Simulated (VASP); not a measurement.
A cell of Bi (relaxed from the fcc structure, space group Fm-3m) near equilibrium:

```yaml
crystal:
  lattice:
    - [0.00000, 2.47487, 2.47487]
    - [2.47487, 0.00000, 2.47487]
    - [2.47487, 2.47487, 0.00000]
  atoms:
    - { symbol: Bi, position: [0.00000, 0.00000, 0.00000] }
```

Level of theory: PBEsol GGA, VASP's PBE PAW potentials (set 64) (plane waves; VASP).

```tsv
run	ΔE (meV/atom)	σxx	σyy	σzz	largest shear component, with its sign (GPa)	largest force (eV/Å)
as it is	0.0	-0.36	-0.36	-0.36	0.00	0.000
after one change	6.5	-2.02	-2.02	-2.02	0.00	0.000
```
Stress is in GPa, positive when the cell is compressed.

Name the change that produced these shifts.
A. isotropic strain of +4.0 %
B. isotropic strain of +1.0 %
C. uniaxial strain of -0.5 % along x
D. biaxial strain of -2.0 % in the xy plane

B, isotropic strain of +1.0 %

The structure was generated: Bi was put into the fcc type (Fm-3m), which need not be its known phase.
